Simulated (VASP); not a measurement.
Crystal: AlSn.

```
Sn Al
1.0
     4.19811    0.00000    0.00000
    -2.09905    3.63567    0.00000
     0.00000    0.00000    3.30685
Sn Al
1 1
Direct
  0.33333 0.66667 0.50000
  0.00000 0.00000 0.00000
```

The cell comes from a database or a generator and needn't be the stable form of this composition.

Base run:

| Quantity | Value |
| --- | --- |
| Program | VASP 6.6.1 |
| Functional | PBE |
| Potentials or basis | VASP PAW PBE potentials, release 64 (Sn_d, Al) |
| Cutoff | 520 eV |
| k mesh | 7 × 7 × 8 |
| Occupations | fermi-dirac, width 0.05 eV |
| Spin | no spin polarisation |

Its results: band gap on the k mesh none (metal or under the smearing width); pressure 0.2 GPa.

Question: The run is repeated on the same cell with these changes: functional from PBE to PBEsol. What comes out?

Answer: Band gap on the k mesh none (metal or under the smearing width); pressure -1.8 GPa.

PBEsol binds more tightly than PBE, so the same cell stands under less pressure.

Caveats: the PAW data sets were made with another functional, which shifts forces and pressure a little (some runs).

Not every run made on this cell is shown here.
